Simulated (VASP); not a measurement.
```xyz
4
Lattice="3.8331 0.0000 0.0000 -1.9165 3.3195 0.0000 0.0000 0.0000 6.7504" Properties=species:S:1:pos:R:3 pbc="T T T"
Pt     0.0000     2.2130     0.0500
Pt     1.9165     1.1065     3.4252
As     0.0000     2.2130     2.4814
As     1.9165     1.1065     5.8567
```

Computed with r2SCAN meta-GGA, VASP's PBE PAW potentials (set 64) (plane waves; VASP). Settings: 400 eV cut-off, 10×10×5 Γ-centred mesh, tetrahedra with Blöchl corrections, potentials Pt As.

The cores are frozen, which limits the accuracy of field gradients.

**Question.** Give the principal components of the electric field gradient (V/Å²) and the asymmetry η at each nucleus.

**Answer.** 
```csv
atom,Vxx,Vyy,Vzz,η
Pt1,33.6,33.6,-67.3,0.00
Pt2,33.6,33.6,-67.3,0.00
As3,1.3,1.3,-2.6,0.00
As4,1.3,1.3,-2.6,0.00
```

The structure was generated: PtAs was put into the wurtzite type (P6_3mc), which need not be its known phase. It was relaxed first, which changed the volume by -16 %.
